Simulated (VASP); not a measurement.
Ge:

```
CELL_PARAMETERS angstrom
0.00000 2.82891 2.82891
2.82891 0.00000 2.82891
2.82891 2.82891 0.00000
ATOMIC_POSITIONS crystal
Ge 0.00000 0.00000 0.00000
Ge 0.25000 0.25000 0.25000
```

* Program: VASP 6.6.1
* Task: relaxation of cell and atoms
* Functional: PBE
* Potentials or basis: VASP PAW PBE potentials, release 64 (Ge)
* Cutoff: 300 eV
* k mesh: 5 × 5 × 5
* Occupations: gaussian, width 0.03 eV
* Spin: no spin polarisation

At the start: pressure 4.4 GPa; volume 22.64 Å³/atom.

Task: Where does the relaxation end?

Result: Over 4 steps the energy falls by 22.4 meV/atom and the volume is 24.25 Å³/atom (+7.1 %); space group Fd-3m (No. 227, to 0.05 Å).

Step by step:
```
step  energy change (eV)  largest force (eV/Å)  pressure (GPa)  volume (Å³)
   1              0.0000                0.0000            4.38        45.28
   2             -0.0416                0.0000           -0.96        49.46
   3             -0.0447                0.0000           -0.15        48.61
   4             -0.0447                0.0000            0.00        48.49
```

Final structure:
```
Ge
1.0
     0.00000    2.89435    2.89435
     2.89435    0.00000    2.89435
     2.89435    2.89435    0.00000
Ge
2
Direct
  0.00000 0.00000 0.00000
  0.25000 0.25000 0.25000
```

Caveat: the k mesh is coarse (spacing up to 0.38 Å⁻¹), so the values aren't converged.
